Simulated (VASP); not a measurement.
SnO2 (Cassiterite):

```
CELL_PARAMETERS angstrom
4.73800 0.00000 0.00000
0.00000 4.73800 0.00000
0.00000 0.00000 3.18650
ATOMIC_POSITIONS crystal
Sn 0.00000 0.00000 0.00000
Sn 0.50000 0.50000 0.50000
O 0.30710 0.30710 0.00000
O 0.19290 0.80710 0.50000
O 0.69290 0.69290 0.00000
O 0.80710 0.19290 0.50000
```

- Program: VASP 6.6.1
- Task: relaxation of cell and atoms
- Functional: PBE
- Dispersion: D4
- Potentials or basis: VASP PAW PBE potentials, release 64 (Sn_d, O)
- Cutoff: 600 eV
- k mesh: 4 × 4 × 5
- Occupations: gaussian, width 0.01 eV
- Spin: no spin polarisation

At the start: pressure 8.0 GPa; volume 11.92 Å³/atom.

Question: How do energy, volume and symmetry change on relaxing?

Answer: Over 3 steps the energy falls by 11.4 meV/atom and the volume is 12.37 Å³/atom (+3.7 %); space group P4_2/mnm (No. 136, to 0.05 Å).

The path:
```csv
step,energy change (eV),largest force (eV/Å),pressure (GPa),volume (Å³)
1,0.0000,0.2970,7.97,71.53
2,0.0443,0.2948,-8.56,77.85
3,-0.0686,0.0026,-0.07,74.19
```

Final structure:
```cif
data_structure
_symmetry_space_group_name_H-M 'P 1'
_symmetry_Int_Tables_number 1
_cell_length_a 4.7879
_cell_length_b 4.7879
_cell_length_c 3.2364
_cell_angle_alpha 90.000
_cell_angle_beta 90.000
_cell_angle_gamma 90.000
_cell_volume 74.19
loop_
_atom_site_label
_atom_site_type_symbol
_atom_site_fract_x
_atom_site_fract_y
_atom_site_fract_z
_atom_site_occupancy
Sn1 Sn 0.00000 0.00000 0.00000 1
Sn2 Sn 0.50000 0.50000 0.50000 1
O1 O 0.30616 0.30616 0.00000 1
O2 O 0.19384 0.80616 0.50000 1
O3 O 0.69384 0.69384 0.00000 1
O4 O 0.80616 0.19384 0.50000 1
```
